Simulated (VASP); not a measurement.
Given:

```yaml
crystal:
  lattice:
    - [3.80599, 0.00000, 0.00000]
    - [0.00000, 3.80599, 0.00000]
    - [0.00000, 0.00000, 3.80599]
  atoms:
    - { symbol: Bi, position: [0.00000, 0.00000, 0.00000] }
    - { symbol: Fe, position: [0.50000, 0.50000, 0.50000], spin: 2.6 }
    - { symbol: O, position: [0.00000, 0.50000, 0.50000], spin: 0.1 }
    - { symbol: O, position: [0.50000, 0.50000, 0.00000], spin: 0.1 }
    - { symbol: O, position: [0.50000, 0.00000, 0.50000], spin: 0.1 }
```

Computed with PBEsol GGA, VASP's PBE PAW potentials (set 64) (plane waves; VASP 6.6.1). Settings: 520 eV cut-off, 9×9×9 Γ-centred mesh, tetrahedra with Blöchl corrections, potentials Bi_d Fe O.

The cores are frozen, which limits the accuracy of field gradients. The moments were started parallel, and other spin orders were not tried in this run.

**Question.** Give the principal components of the electric field gradient (V/Å²) and the asymmetry η at each nucleus.

**Answer.** 
```tsv
atom	Vxx	Vyy	Vzz	η
Bi1	0.0	0.0	0.0	-
Fe2	0.0	0.0	0.0	-
O3	-22.2	-22.2	44.3	0.00
O4	-22.2	-22.2	44.3	0.00
O5	-22.2	-22.2	44.3	0.00
```

The structure was generated: FeBiO3 was put into the cubic-perovskite type (Pm-3m), which need not be its known phase. It was relaxed first.
